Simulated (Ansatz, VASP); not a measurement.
# Rb2TlI2Br in two plane-wave programs, part 2 of 2

Aim: how closely do two programs agree when they are given the same cell, functional and k mesh? The cell is invented: As first built, before any earlier steps moved the atoms: it takes the Rb3I2Br structure with some of its atoms replaced by other elements, volume scaled by an estimate. It may not be a known or stable phase. The cell comes out of the VASP series on this material, whose earlier steps may have relaxed, scaled or displaced it; both programs get it as it stands.

VASP 6.6.1 and Ansatz 0.2.0.

So far: The structure; Ansatz: relaxation of cell and atoms, PBE; VASP: relaxation of cell and atoms, PBE.

## (3) VASP: relaxation of cell and atoms, PBE (continued)

Level of this step: PBE; plane waves and PAW (Tl_d, I, Rb_sv, Br); invented cell (VASP).

Numbers of over 12 decimals in the logs are rounded to 6 here.

From OUTCAR (step 3):

```text
ion  position               nearest neighbor table
   1  0.000  0.000  0.000-   2 3.56   3 3.56   2 3.56   3 3.56
   2  0.164  0.664  0.500-   1 3.56   1 3.56   5 3.67   5 3.67   4 3.75   4 3.75
   3  0.836  0.336  0.500-   1 3.56   1 3.56   4 3.67   4 3.67   5 3.75   5 3.75
   4  0.345  0.345  0.000-   6 3.46   6 3.46   3 3.67   3 3.67   2 3.75   2 3.75   5 4.73   5 5.32
                             5 5.32   5 5.32   5 5.32
   5  0.655  0.655  0.000-   6 3.46   6 3.46   2 3.67   2 3.67   3 3.75   3 3.75   4 4.73   4 5.32
                             4 5.32   4 5.32   4 5.32
   6  0.500  0.000  0.500-   5 3.46   4 3.46   5 3.46   4 3.46

  LATTYP: Found a body centered orthorhombic cell.
 ALAT       =     5.0431337242
 B/A-ratio  =     1.4553853259
 C/A-ratio  =     3.0315216174

 Subroutine GETGRP returns: Found  8 space group operations
 (whereof  8 operations were pure point group operations)

The static configuration has the point symmetry D_2h.

 Found     64 irreducible k-points:

   k-points           NKPTS =     64   k-points in BZ     NKDIM =     64   number of bands    NBANDS=     32

   dimension x,y,z NGX =    70 NGY =   70 NGZ =   70
   dimension x,y,z NGXF=   140 NGYF=  140 NGZF=  140

   ENCUT  =  520.0 eV  38.22 Ry    6.18 a.u.  16.45 16.45 16.45*2*pi/ulx,y,z

   NELECT =      52.0000    total number of electrons

 k-points in reciprocal lattice and weights: Automatic mesh
   0.00000000  0.00000000  0.00000000       0.003
   0.14285714  0.00000000 -0.00000000       0.012
   0.28571429  0.00000000 -0.00000000       0.012
   0.42857143  0.00000000 -0.00000000       0.012
   0.00000000  0.14285714 -0.00000000       0.012
   0.14285714  0.14285714 -0.00000000       0.023
   0.28571429  0.14285714 -0.00000000       0.023
   0.42857143  0.14285714 -0.00000000       0.023
  -0.42857143  0.14285714  0.00000000       0.023
[...]
0.42857143 -0.42857143  0.42857143       0.006
  -0.42857143 -0.42857143  0.42857143       0.006

 average (electrostatic) potential at core
       1 -88.2193       2 -94.2942       3 -94.2942       4 -37.9337       5 -37.9337
       6 -63.9253

 E-fermi :   0.9350

 k-point     1 :       0.0000    0.0000    0.0000
  band No.  band energies     occupation
    ...
     22      -0.8083      2.00000
     23      -0.7788      2.00000
     24      -0.7230      2.00000
     25      -0.6582      2.00000
     26      -0.6203      2.00000
     27       3.7931      0.00000
     28       4.1177      0.00000
     29       4.4965      0.00000
     30       4.6283      0.00000
     31       5.8871      0.00000
    ...

 k-point     2 :       0.1429    0.0000   -0.0000
  band No.  band energies     occupation
    ...
     22      -0.8993      2.00000
     23      -0.8120      2.00000
     24      -0.7702      2.00000
     25      -0.7047      2.00000
     26      -0.5070      2.00000
     27       3.6988      0.00000
     28       4.0950      0.00000
     29       4.5171      0.00000
     30       4.5924      0.00000
     31       5.7706      0.00000
    ...

 k-point     3 :       0.2857    0.0000   -0.0000
  band No.  band energies     occupation
    ...
     22      -1.0386      2.00000
     23      -0.8696      2.00000
     24      -0.8528      2.00000
     25      -0.6841      2.00000
     26      -0.4087      2.00000
     27       3.5626      0.00000
     28       3.6585      0.00000
     29       4.5151      0.00000
     30       4.9519      0.00000
     31       5.6349      0.00000
    ...

  Total        0.0105107      0.0315996     -0.0006736      0.0000000      0.0000000      0.0000000
  in kB        0.0592883      0.1782452     -0.0037994      0.0000000      0.0000000      0.0000000
  external PRESSURE =       0.0779114 kB  Pullay stress =       0.0000000 kB

  energy-cutoff  :      520.00
  volume of cell :      284.04
      direct lattice vectors                 reciprocal lattice vectors
    -2.529172669  3.649971772  7.692117065     0.000000000  0.136987361  0.065001611
     2.529172669 -3.649971772  7.692117065     0.197693106  0.000000000  0.065001611
     2.529172669  3.649971772 -7.692117065     0.197693106  0.136987361  0.000000000

 POSITION                                       TOTAL-FORCE (eV/Angst)
 -----------------------------------------------------------------------------------
      0.00000     -0.00000      0.00000         0.000000     -0.000000      0.000000
      2.52917      0.00000      2.49698         0.000000      0.000000      0.003249
     -0.00000      3.64997      5.19514        -0.000000     -0.000000     -0.003249
      0.00000      0.00000      5.30047         0.000000      0.000000     -0.000946
      0.00000      0.00000     10.08377         0.000000     -0.000000      0.000946
      0.00000      3.64997      0.00000         0.000000     -0.000000      0.000000
 -----------------------------------------------------------------------------------
    total drift:                                0.000000     -0.000000     -0.000000

  FREE ENERGIE OF THE ION-ELECTRON SYSTEM (eV)
  ---------------------------------------------------
  free  energy   TOTEN  =       -16.6409100197 eV

  energy  without entropy=      -16.6409100196  energy(sigma->0) =      -16.64091002

 reached required accuracy - stopping structural energy minimisation

 total charge
# of ion       s       p       d       tot
------------------------------------------
    1        1.310   0.127   9.663  11.100
    2        1.498   2.826   0.002   4.326
    3        1.498   2.826   0.002   4.326
    4        1.939   5.349   0.020   7.308
    5        1.939   5.349   0.020   7.308
    6        1.602   3.267   0.001   4.871
--------------------------------------------------
tot          9.786  19.746   9.709  39.240

[... 3 further parts left out ...]
```

CONTCAR:

```
Rb2TlI2Br
   1.00000000000000
    -2.5291726687382421    3.6499717720529814    7.6921170648290875
     2.5291726687382421   -3.6499717720529814    7.6921170648290875
     2.5291726687382421    3.6499717720529814   -7.6921170648290875
  Tl              I               Rb              Br
     1     2     2     1
Direct
     0.0000000000000000    0.0000000000000000    0.0000000000000000
     0.1623074112624810    0.6623074112624809    0.5000000000000000
     0.8376925887375191    0.3376925887375190    0.5000000000000000
     0.3445388176701529    0.3445388176701529    0.0000000000000000
     0.6554611823298471    0.6554611823298471    0.0000000000000000
     0.5000000000000000    0.0000000000000000    0.5000000000000000
```

The run keeps the 8 symmetry operations of its start, so it cannot find a distortion of lower symmetry.

## (4) Comparison

Known differences besides the PAW data sets themselves: both relaxations stop at a tolerance, which leaves soft axes loose, and VASP keeps its plane-wave basis; the data sets hold 72 valence electrons in Ansatz (default PAW (the set named soft_2) files) and 52 in VASP; the cutoff is 420 eV in Ansatz and 520 eV in VASP; VASP leaves aspherical gradient terms in its spheres out (LASPH is not set), Ansatz keeps them; Ansatz adds a Pulay correction to the stress that steers its cell, VASP none. Total energies have different zeros and are not compared.

Both answers:

```csv
quantity,Ansatz,VASP,difference
volume (Å³),284.15,284.04,+0.04 %
"edge a after relaxation, in the typed setting (Å)",8.874,8.882,-0.09 %
```

The walks stopped with 0.00 GPa left in Ansatz and 0.01 GPa in VASP; each walk ends within a tolerance, so the volume difference is uncertain by about these residues over the bulk modulus, most in soft cells.

## (5) Summary of results

- difference in edge a after relaxation, in the typed setting (relaxation of cell and atoms, PBE): -0.086 %

What this shows: The difference in edge a after relaxation, in the typed setting is -0.086 % (relaxation of cell and atoms, PBE), within the 1.2 % picked in this series as the mark of a large difference, as far as the stopping tolerances let one tell. Differences of this kind measure data sets and numerical settings, not the functional's error against experiment.

[Lines on the potential files, build, host, timing and source positions are cut from VASP's logs without a mark.]

[Logs are printed without paths, hosts, clocks, repeated set-up lines and the standing remarks that a program may print on its own settings, such as how far it seeks lower states.]

[Hosts, paths, dates, database ids (printed as entryN), source tags and the programs' standing remarks are cut or masked in the printed files.]
